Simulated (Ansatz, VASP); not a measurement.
## SiO: VASP beside Ansatz

One calculation is typed for both programs; each brings its own data sets. How far apart do they land? Of the first pair: The structure shown is frame 165 of Ansatz's trajectory.

Program: Ansatz 0.2.0. Level of theory: plane waves, with VASP 6.6.1 beside it; single point at PBE. Results are calculated unless marked as measured.

## 1. Set-up

The cell holds 42 atoms: 21 Si and 21 O. Its edges and angles: a = 8.942 Å, b = 8.942 Å, c = 8.942 Å, α = 90.0°, β = 90.0°, γ = 90.0°. Kind glass; density_g_cm3 2.15; melt_temperature_k 3400; route random start, relaxed, short melt, two cooling runs, relaxed.

## 2. Ansatz: dynamics, PBE

Ansatz runs on its PAW soft_1 files.

One frame of this run of dynamics is then solved in both programs, so the motion causes no difference.

input.yaml

```yaml
crystal:
  lattice:
    - [8.9421172301, 0.0, 0.0]
    - [0.0, 8.9421172301, 0.0]
    - [0.0, 0.0, 8.9421172301]
  atoms:
    - { symbol: Si, position: [0.91860191, 0.84891461, 0.50241759] }
    - { symbol: Si, position: [0.39019227, 0.07122888, 0.31570666] }
    - { symbol: Si, position: [0.3991123, 0.03408701, 0.00837799] }
    - { symbol: Si, position: [0.90924697, 0.69004799, 0.27903269] }
    - { symbol: Si, position: [0.9622834, 0.40970946, 0.43386503] }
    - { symbol: Si, position: [0.65083557, 0.11066071, 0.71657403] }
    - { symbol: Si, position: [0.6845541, 0.91393221, 0.18965453] }
    - { symbol: Si, position: [0.95914198, 0.8720522, 0.05808043] }
    - { symbol: Si, position: [0.64534526, 0.47080092, 0.20048708] }
    - { symbol: Si, position: [0.63831818, 0.45358699, 0.85115938] }
    - { symbol: Si, position: [0.2053044, 0.2176527, 0.77723439] }
    - { symbol: Si, position: [0.38296937, 0.44271965, 0.24599241] }
    - { symbol: Si, position: [0.20885266, 0.70725096, 0.67941818] }
    - { symbol: Si, position: [0.81560304, 0.90921432, 0.75569866] }
    - { symbol: Si, position: [0.57426232, 0.87249784, 0.86714151] }
    - { symbol: Si, position: [0.17550452, -0.0216215, 0.16865816] }
    - { symbol: Si, position: [0.44510331, 0.65251605, 0.79837099] }
    - { symbol: Si, position: [0.31617613, 0.28661109, 0.4522098] }
    - { symbol: Si, position: [0.30534939, 0.38984045, 0.00392748] }
    - { symbol: Si, position: [0.37165795, 0.75421411, 0.32186997] }
    - { symbol: Si, position: [1.01067094, 0.14098384, 0.31722789] }
    - { symbol: O, position: [0.82927094, 0.00223996, 0.10152025] }
    - { symbol: O, position: [0.36216188, 0.20168803, 0.92923653] }
    - { symbol: O, position: [0.88062903, 0.27587169, 0.31204724] }
    - { symbol: O, position: [0.3087951, 0.30526562, 0.634247] }
    - { symbol: O, position: [0.16031405, 0.36994494, 0.88975002] }
    - { symbol: O, position: [0.43398011, 0.91358498, 0.4086738] }
    - { symbol: O, position: [0.44070368, 0.4763297, 0.88321287] }
    - { symbol: O, position: [0.02042324, 0.54279561, 0.30729546] }
    - { symbol: O, position: [0.20511283, 0.81399816, 0.26591454] }
    - { symbol: O, position: [0.29149036, 0.54734644, 0.11494727] }
    - { symbol: O, position: [0.65881825, 0.28176302, 0.78955127] }
    - { symbol: O, position: [0.3702537, 0.65137348, 0.61385798] }
    - { symbol: O, position: [0.08052109, 0.76896017, 0.58091679] }
    - { symbol: O, position: [0.61954366, 0.81103745, 0.04357503] }
    - { symbol: O, position: [0.51678835, 0.07182494, 0.16775144] }
    - { symbol: O, position: [0.96945262, 1.02004098, 0.45260534] }
    - { symbol: O, position: [0.12930338, 0.27206286, 0.40780107] }
    - { symbol: O, position: [0.73971598, 0.59891118, 0.28456941] }
    - { symbol: O, position: [0.25328621, 0.7040903, 0.8518212] }
    - { symbol: O, position: [0.70093914, 0.44769565, 1.02934481] }
    - { symbol: O, position: [0.94064557, 0.82987349, 0.87577626] }
kpoints:
  mp_grid: { grid: [1, 1, 1] }
scf:
  occupations: { method: fermi_dirac, width: 0.1 }
  n_extra_bands: 27
hamiltonian:
  xc: pbe
  pseudopotentials: { kind: paw, azcp: { folder: soft_1 } }
output:
  forces: true
basis:
  ecutwfc: 320
md:
  timestep: 1.5
  n_steps: 495
  ensemble: nvt_langevin
  temperature: 3400
  seed: 2
```

Command:

```bash
ansatz run input.yaml --threads 8 --pin off --max-ram 23552MiB --backend cpu --events-out ev --progress --plain --runs-dir out
```

Numbers of over 12 decimals in the logs are rounded to 6 here.

What it wrote:

```text
Warning: md: disabling space-group detection — thermal motion breaks the input geometry's symmetry, so no spatial operation reduces the k-mesh or symmetrises the density; time reversal is kept, so that k and −k are solved as one point where they differ and the mesh holds both, and exact exchange and, on two spinor components, a DFT+U term hold to it where the run has them: on two components no moment then forms, and  [...]
Warning: basis.ecutwfc = 320 eV is below the records' recommended 420 eV, and the density's cutoff is lower with it unless basis.ecutrho_ratio is high enough to keep the records' density cutoff: compare with a run at a higher cutoff
scf.n_extra_bands = 27 over 105 filled bands (N_el = 210.0): the run solves 132 bands
Engine: ansatz 0.2.0, aarch64-unknown-linux-gnu
Pseudopotentials: kind: paw
Pseudopotential: Si, paw, valence charge 4, recommended cutoff 420 eV (normal), soft_1/Si.paw.azcp
Pseudopotential: O, paw, valence charge 6, recommended cutoff 420 eV (normal), soft_1/O.paw.azcp
Functional definition: PBE
  parameter kappa = 0.804
  parameter beta = 0.066725
  exchange = pbe_x(kappa = kappa, mu = beta*pi^2/3)
  correlation = pbe_c(beta = beta)
Crystal: 42 atoms, lattice volume = 715.025 Å³
Basis set: ecut = 320 eV, 9315 PW (Γ), exchange–correlation on 108×108×108 points (8 copies of the dense FFT grid, shifted against one another)
Bands: 132, of which v1, the nominal top of the filled ones, is band 105 counted from 1 (104 counted from 0)
Symmetry: 1 space group operations
k-points: 1
Non-local potential: Si, projectors of the file, l = 0: 2, l = 1: 2, l = 2: 1
Non-local potential: O, projectors of the file, l = 0: 2, l = 1: 2, l = 2: 1
PAW form: soft (Blöchl's): semilocal exchange-correlation on the pseudo side does not see the compensation charge
PAW one-centre angular grid: Si, 110 points (default); XC on 64 Gauss nodes
PAW one-centre angular grid: O, 110 points (default); XC on 64 Gauss nodes
Initial density: superposition of atomic densities (chi_scale 0.1, normalization cell, long waves kept (reshape's long-wave potential 0.77 eV rms))
Initial wavefunctions: pseudopotential atomic-orbital guess
Functional: x = pbe(κ = 0.804, μ = 0.219515), c = pbe(β = 0.066725)
SCF iter   1: F=—  HF=-25283.643938 eV  |F-HF|=—  |Δ(HF+E_count)|=         —  Δρ=6.48e-2  dr2=4.54e1  ethr=3.10e-3  ⟨swp⟩=9.0  Hψ=722  notcnv=0  defer=3
preconditioner: auto → LDOS  [insulator: Δε(μ)=0.502 eV  Ē_g=8.657 eV  σ=0.100 eV  W_gap=0.85  n_scr=146 (ndim 8)  ℏωp=18.0 eV  f_vac=0.071  D(μ)=2.83/eV (n_scr^D=6)  ε∞_Penn≈5.3  β→1.0]
SCF iter   2: F=—  HF=-25289.620715 eV  |F-HF|=—  |Δ(HF+E_count)|=    5.98e0  Δρ=8.77e-2  dr2=8.30e1  ethr=3.10e-3  ⟨swp⟩=7.0  Hψ=410  notcnv=0  defer=10
SCF iter   3: F=—  HF=-25271.899046 eV  |F-HF|=—  |Δ(HF+E_count)|=    1.77e1  Δρ=1.06e-2  dr2=8.91e-1  ethr=3.10e-3  ⟨swp⟩=5.0  Hψ=351  notcnv=0  defer=5
SCF iter   4: F=—  HF=-25272.044549 eV  |F-HF|=—  |Δ(HF+E_count)|=   1.46e-1  Δρ=1.03e-2  dr2=1.19e0  ethr=4.24e-4  ⟨swp⟩=5.0  Hψ=284  notcnv=0  defer=5
SCF iter   5: F=—  HF=-25271.756858 eV  |F-HF|=—  |Δ(HF+E_count)|=   2.88e-1  Δρ=2.17e-3  dr2=5.69e-2  ethr=4.24e-4  ⟨swp⟩=3.0  Hψ=289  notcnv=0  defer=5
SCF iter   6: F=—  HF=-25271.751795 eV  |F-HF|=—  |Δ(HF+E_count)|=   5.06e-3  Δρ=1.07e-3  dr2=1.11e-2  ethr=2.71e-5  ⟨swp⟩=2.0  Hψ=206  notcnv=0  defer=5
SCF iter   7: F=—  HF=-25271.750954 eV  |F-HF|=—  |Δ(HF+E_count)|=   8.40e-4  Δρ=3.88e-4  dr2=1.06e-3  ethr=5.28e-6  ⟨swp⟩=2.0  Hψ=210  notcnv=0  defer=5
SCF iter   8: F=—  HF=-25271.751212 eV  |F-HF|=—  |Δ(HF+E_count)|=   2.57e-4  Δρ=1.54e-4  dr2=1.99e-4  ethr=5.04e-7  ⟨swp⟩=2.0  Hψ=203  notcnv=0  defer=5
SCF iter   9: F=—  HF=-25271.751279 eV  |F-HF|=—  |Δ(HF+E_count)|=   6.77e-5  Δρ=6.21e-5  dr2=3.03e-5  ethr=9.48e-8  ⟨swp⟩=2.0  Hψ=212  notcnv=0  defer=5
SCF iter  10: F=—  HF=-25271.752234 eV  |F-HF|=—  |Δ(HF+E_count)|=   9.54e-4  Δρ=2.60e-5  dr2=4.51e-6  ethr=1.44e-8  ⟨swp⟩=2.0  Hψ=240  notcnv=0  defer=5
SCF iter  11: F=—  HF=-25271.752237 eV  |F-HF|=—  |Δ(HF+E_count)|=   3.02e-6  Δρ=1.34e-5  dr2=1.26e-6  ethr=2.15e-9  ⟨swp⟩=2.0  Hψ=225  notcnv=0  defer=5
SCF iter  12: F=—  HF=-25271.752237 eV  |F-HF|=—  |Δ(HF+E_count)|=   6.80e-7  Δρ=5.54e-6  dr2=2.35e-7  ethr=5.99e-10  ⟨swp⟩=2.0  Hψ=197  notcnv=0  defer=5
SCF iter  13: F=-25271.752237 eV  HF=-25271.752237 eV  |F-HF|=1.09e-8  |Δ(HF+E_count)|=   9.71e-8  Δρ=1.79e-6  dr2=1.87e-8  ethr=2.00e-11  ⟨swp⟩=3.0  Hψ=549  notcnv=0
SCF 1 converged in 13 iterations: F = -25271.752237 eV  dr2 = 1.87e-8
[...]
preconditioner: auto → LDOS  [insulator: Δε(μ)=0.223 eV  Ē_g=8.663 eV  σ=0.100 eV  W_gap=0.50  n_scr=146 (ndim 8)  ℏωp=18.4 eV  f_vac=0.104  D(μ)=9.53/eV (n_scr^D=32)  ε∞_Penn≈5.5  β→1.0]
SCF iter   2: F=—  HF=-25260.771886 eV  |F-HF|=—  |Δ(HF+E_count)|=   3.66e-4  Δρ=3.92e-4  dr2=1.32e-3  ethr=1.46e-6  ⟨swp⟩=2.0  Hψ=258  notcnv=0  defer=5
SCF iter   3: F=—  HF=-25260.771569 eV  |F-HF|=—  |Δ(HF+E_count)|=   3.17e-4  Δρ=1.40e-4  dr2=1.62e-4  ethr=6.27e-7  ⟨swp⟩=2.0  Hψ=228  notcnv=0  defer=5
SCF iter   4: F=—  HF=-25260.771552 eV  |F-HF|=—  |Δ(HF+E_count)|=   1.68e-5  Δρ=4.93e-5  dr2=2.80e-5  ethr=7.70e-8  ⟨swp⟩=2.0  Hψ=226  notcnv=0  defer=5
SCF iter   5: F=—  HF=-25260.771219 eV  |F-HF|=—  |Δ(HF+E_count)|=   3.33e-4  Δρ=2.20e-5  dr2=6.75e-6  ethr=1.33e-8  ⟨swp⟩=2.0  Hψ=224  notcnv=0  defer=5
SCF iter   6: F=—  HF=-25260.771218 eV  |F-HF|=—  |Δ(HF+E_count)|=   5.76e-7  Δρ=1.17e-5  dr2=1.32e-6  ethr=3.21e-9  ⟨swp⟩=3.0  Hψ=235  notcnv=0  defer=5
SCF iter   7: F=—  HF=-25260.771218 eV  |F-HF|=—  |Δ(HF+E_count)|=   1.61e-7  Δρ=5.09e-6  dr2=2.32e-7  ethr=6.28e-10  ⟨swp⟩=2.0  Hψ=213  notcnv=0  defer=5
SCF iter   8: F=—  HF=-25260.771218 eV  |F-HF|=—  |Δ(HF+E_count)|=   7.47e-9  Δρ=2.46e-6  dr2=6.02e-8  ethr=1.10e-10  ⟨swp⟩=2.0  Hψ=214  notcnv=0  defer=5
SCF iter   9: F=-25260.771218 eV  HF=-25260.771218 eV  |F-HF|=1.30e-8  |Δ(HF+E_count)|=   1.56e-9  Δρ=1.32e-6  dr2=1.81e-8  ethr=2.00e-11  ⟨swp⟩=4.0  Hψ=434  notcnv=0
SCF 59 converged in 9 iterations: F = -25260.771218 eV  dr2 = 1.81e-8
md step    58: t =    87.00 fs  T =  1793.4 K  F+E_penalty+E_count = -25260.77121829 eV  E_kin = 9.736156 eV  (9 SCF iters)
[...]
md step    59: t =    88.50 fs  T =  1863.6 K  F+E_penalty+E_count = -25260.82350792 eV  E_kin = 10.117209 eV  (9 SCF iters)
[...]
md step    60: t =    90.00 fs  T =  2032.5 K  F+E_penalty+E_count = -25260.94161060 eV  E_kin = 11.034537 eV  (12 SCF iters)
[...]
md step    61: t =    91.50 fs  T =  2211.7 K  F+E_penalty+E_count = -25260.98549389 eV  E_kin = 12.007366 eV  (8 SCF iters)
[...]
md step    62: t =    93.00 fs  T =  2265.9 K  F+E_penalty+E_count = -25260.84806223 eV  E_kin = 12.301477 eV  (9 SCF iters)
SCF iter   1: F=—  HF=-25260.560960 eV  |F-HF|=—  |Δ(HF+E_count)|=         —  Δρ=8.09e-4  dr2=2.94e-3  ethr=1.27e-5  ⟨swp⟩=6.0  Hψ=383  notcnv=0  defer=6
preconditioner: auto → LDOS  [insulator: Δε(μ)=0.254 eV  Ē_g=9.657 eV  σ=0.100 eV  W_gap=0.55  n_scr=146 (ndim 8)  ℏωp=19.1 eV  f_vac=0.105  D(μ)=9.71/eV (n_scr^D=32)  ε∞_Penn≈4.9  β→1.0]
SCF iter   2: F=—  HF=-25260.560545 eV  |F-HF|=—  |Δ(HF+E
```

In the SCF lines HF is the Harris–Foulkes energy and dr2 the Hartree energy of the density residual, in eV; the loop may stop once dr2 is under the threshold and the program's other checks hold. Hψ counts applications of the Hamiltonian.

## 3. VASP: single point, PBE, pair 1

The same cell, functional, mesh and smearing now go to VASP, with its own data sets.

Lines of VASP's logs that name or quote its potential files are left out, and so is its time.

INCAR

```
SYSTEM = SiO
PREC = Accurate
ENCUT = 520
EDIFF = 1E-06
NELM = 120
ISMEAR = -1
SIGMA = 0.1
LREAL = Auto
ALGO = Normal
GGA = PE
NBANDS = 136
LORBIT = 11
LWAVE = .FALSE.
LCHARG = .FALSE.
ISIF = 2
LASPH = .TRUE.
GGA_COMPAT = .FALSE.
EFERMI = MIDGAP
NCORE = 2
```

POSCAR

```
SiO
1.0
    8.9421172301      0.0000000000      0.0000000000
    0.0000000000      8.9421172301      0.0000000000
    0.0000000000      0.0000000000      8.9421172301
Si O
21 21
Direct
    0.9769029834      0.8417588146      0.5012736788
    0.3907108250      0.0931545604      0.3408955532
    0.3262994574      0.1229067984      0.9027653096
    0.8408877681      0.7480149083      0.2545350213
    0.9526591724      0.5104878277      0.4150140179
    0.6663055121      0.0214218842      0.8609501309
    0.6130278612      0.9506568502      0.2010497015
    0.9895917010      0.9004272470      0.0186274677
    0.6019008543      0.5092907958      0.2091548290
    0.6266254239      0.4011464967      0.8908931515
    0.1440221557      0.2198630312      0.6808752159
    0.3084747078      0.5680849254      0.2332133371
    0.1621876523      0.5848822897      0.6442870130
    0.8677616050      0.8035915673      0.7155166763
    0.6048284607      0.7468177645      0.7911029142
    0.1665724080      0.0682676132      0.1132826795
    0.4592035526      0.6046718983      0.6536958586
    0.2425998166      0.3761387727      0.4099879151
    0.1127262117      0.3127372330      0.9974819163
    0.2818905115      0.8157031285      0.3935895616
    0.9601323466      0.1795541211      0.5313495538
    0.7147400146      0.0054092335      0.0486114182
    0.2373870690      0.0422583366      0.7726964233
    0.8154922165      0.2972995021      0.4755372683
    0.2961770610      0.2945509360      0.5749941393
    0.0734715262      0.3132090452      0.8272210943
    0.3016980130      0.9878762236      0.4472870235
    0.5567186016      0.4691851932      0.7061097319
    0.9453838518      0.5623471344      0.2127399978
    0.1938295993      0.9208611102      0.2221352001
    0.3037637430      0.5707634857      0.0532249788
    0.5224288476      0.1152042602      0.8653035742
    0.3773294303      0.6117176569      0.4881918776
    0.1299238167      0.7564738670      0.5091678942
    0.4299280474      0.9844376643      0.1260549343
    0.5900188808      0.0520850922      0.3489208338
    0.9352721268      0.0135341292      0.4408951369
    0.0843567559      0.2947247204      0.3787551553
    0.7206606483      0.6084626113      0.2898559629
    0.2923874663      0.6821415827      0.7335318730
    0.6700512693      0.4942840589      0.0231712205
    0.9481595669      0.9177093958      0.8197745356
```

KPOINTS

```
Automatic mesh
0
Gamma
1 1 1
0 0 0
```

The projector-augmented-wave data sets are Si and O (PBE family, release 64).

Command:

```bash
mpirun -np 8 vasp_gam
```

What it wrote:

```text
[banner, memory and clock lines left out]
running    8 mpi-ranks, on    1 nodes
[...]
LDA part: xc-table for (Slater+PW92), standard interpolation
 POSCAR, INCAR and KPOINTS ok, starting setup
[...]
entering main loop
       N       E                     dE             d eps       ncg     rms          rms(c)
DAV:   1     0.172688172629E+04    0.17269E+04   -0.11176E+05   272   0.145E+03
DAV:   2    -0.957213816762E+02   -0.18226E+04   -0.17274E+04   344   0.321E+02
DAV:   3    -0.291893290328E+03   -0.19617E+03   -0.19369E+03   328   0.110E+02
DAV:   4    -0.296702021601E+03   -0.48087E+01   -0.47846E+01   320   0.186E+01
[...]
DAV:  17    -0.259099031482E+03   -0.13534E-05   -0.26635E-06   240   0.703E-03    0.424E-03
DAV:  18    -0.259099032687E+03   -0.12050E-05   -0.62032E-06   288   0.739E-03    0.357E-03
DAV:  19    -0.259099032679E+03    0.74851E-08   -0.58185E-07   168   0.350E-03
   1 F= -.25909903E+03 E0= -.25899372E+03  d E =-.210628E+00
```

From OUTCAR (step 3):

```text
  Total       14.2293141      3.9185267      7.8611229     16.5140236     15.5728868      9.1351619
  in kB       31.8840493      8.7803599     17.6146530     37.0034662     34.8946327     20.4694303
  external PRESSURE =      19.4263540 kB  Pullay stress =       0.0000000 kB

 POSITION                                       TOTAL-FORCE (eV/Angst)
 -----------------------------------------------------------------------------------
      8.73558      7.52711      4.48245        -5.467782      0.473967     -3.227742
      3.49378      0.83300      3.04833         3.595960      3.195933     -4.249556
      2.91781      1.09905      8.07263         4.022201      0.656016      1.691288
      7.51932      6.68884      2.27608         1.651517     -0.532117     -0.215379
      8.51879      4.56484      3.71110        -0.497019     -1.230999     -2.420666
      5.95818      0.19156      7.69872         2.110500     -2.462305      1.099584
      5.48177      8.50089      1.79781        -0.332646     -0.633975     -2.700522
      8.84905      8.05173      0.16657        -1.366783     -0.384102     -0.843106
      5.38227      4.55414      1.87029        -1.520537     -1.071910     -1.343800
      5.60336      3.58710      7.96647        -0.709624     -3.703873     -5.770558
      1.28786      1.96604      6.08847         4.397580     -1.047476      1.810189
      2.75842      5.07988      2.08542         0.523569      0.721378     -1.079264
      1.45030      5.23009      5.76129        -1.443227      0.977745      0.171084
      7.75963      7.18581      6.39823        -3.509898     -4.090539     -0.675026
[...]
-----------------------------------------------------------------------------------
    total drift:                               -0.013753      0.016289      0.002100

  FREE ENERGIE OF THE ION-ELECTRON SYSTEM (eV)
  ---------------------------------------------------
  free  energy   TOTEN  =      -259.0990326792 eV

  energy  without entropy=     -258.8884050586  energy(sigma->0) =     -258.99371887

[... 3 further parts left out ...]
[key lines of the parts left out:]
E-fermi :   3.5379
```

The run ends at a pressure of 1.94 GPa, with forces up to 8.0 eV/Å.

## 4. Differences

Known differences besides the potentials themselves: the cutoff is 320 eV in Ansatz and 520 eV in VASP (PREC = Accurate, projectors in real space); Ansatz's log warns that its cutoff lies below the recommended one. Total energies have different zeros and are not compared.

Forces on 10 of the 42 atoms, those with the largest forces and the largest differences (eV/Å; atoms numbered as in POSCAR):

| atom | Ansatz x, y, z | VASP x, y, z |
| --- | --- | --- |
| Si1 | -5.408, 0.505, -3.249 | -5.468, 0.474, -3.228 |
| Si2 | 3.616, 3.117, -4.252 | 3.596, 3.196, -4.250 |
| Si10 | -0.720, -3.634, -5.727 | -0.710, -3.704, -5.771 |
| Si12 | 0.522, 0.718, -1.236 | 0.524, 0.721, -1.079 |
| Si14 | -3.485, -4.051, -0.604 | -3.510, -4.091, -0.675 |
| Si18 | 0.762, -0.493, 0.130 | 0.837, -0.424, 0.092 |
| Si21 | -4.488, 1.933, -6.434 | -4.409, 1.910, -6.394 |
| O31 | -0.250, -0.680, 1.273 | -0.260, -0.687, 1.123 |
| O32 | -5.916, 1.611, -0.131 | -5.996, 1.643, -0.131 |
| O41 | 0.422, 3.594, 5.250 | 0.416, 3.630, 5.293 |

The forces differ by 45 meV/Å r.m.s., which is 2.0 % of the r.m.s. force of 2.285 eV/Å (both taken over all components).

[end of part 1 of 3]

[Lines on the potential files, build, host, timing and source positions are cut from VASP's logs without a mark.]

[Logs are printed without paths, hosts, clocks, repeated set-up lines and the standing remarks that a program may print on its own settings, such as how far it seeks lower states.]

[Hosts, paths, dates, database ids (printed as entryN), source tags and the programs' standing remarks are cut or masked in the printed files.]
